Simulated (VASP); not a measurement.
Input:

```xyz
8
Lattice="0.0000 3.1607 3.1607 3.1607 0.0000 3.1607 12.6426 12.6426 0.0002" Properties=species:S:1:pos:R:3 pbc="T T T"
Cd    12.4940    12.4940     0.1487
Cd     3.1091     3.1091     0.0516
Cd     9.5249     9.5249     6.2785
Cd    12.7896    12.7896     6.1745
Te     1.4992     1.4992     1.6615
Te     4.7526     4.7526     1.5688
Te     8.0072     8.0072     1.4748
S     11.0363    11.0363     1.6065
```

Level of theory: PBEsol GGA, VASP's PBE PAW potentials (set 64) (plane waves; VASP). Numerical set-up: 400 eV cut-off, 7×7×2 Γ-centred mesh, tetrahedra with Blöchl corrections, potentials Cd Te S.

Unless said otherwise, spin-orbit coupling is left out, though it shifts the bands of the heavy elements here.

**Question.** Estimate the energy per atom (σ→0), band gap (on the k-mesh) with the smallest direct gap where there is one.

**Answer.** 
- band gap (on the k-mesh): 0.21 eV
- smallest direct gap (on the k-mesh): 0.21 eV
- energy per atom (σ→0): -2.874 eV/atom

The structure was generated: Cd4STe3 was put into an ordered model structure (R3m), which need not be its known phase. It was relaxed first.
